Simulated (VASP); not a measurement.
```yaml
crystal:
  lattice:
    - [-2.52747, 2.52747, 2.52747]
    - [2.52747, -2.52747, 2.52747]
    - [2.52747, 2.52747, -2.52747]
  atoms:
    - { symbol: Ba, position: [0.00000, 0.00000, 0.00000] }
```

These are vdW-DF2, VASP's PBE PAW potentials (set 64) (plane waves; VASP) values and carry that method's errors. Numerical set-up: 520 eV cut-off, Gaussian smearing of 0.050 eV, potentials Ba_sv.

Q: Give the energies of bands 5 to 8 at the high-symmetry points, in eV from the Fermi level.

A: 
```tsv
band	Γ	H	N	P
5	-2.64	-0.51	-0.84	0.56
6	1.75	-0.51	0.68	0.56
7	1.75	4.40	1.34	0.56
8	1.75	4.41	3.04	3.66
```

It has no gap at this level: it comes out as a metal or semimetal.

The compound is Ba in the bcc structure. It was relaxed first.
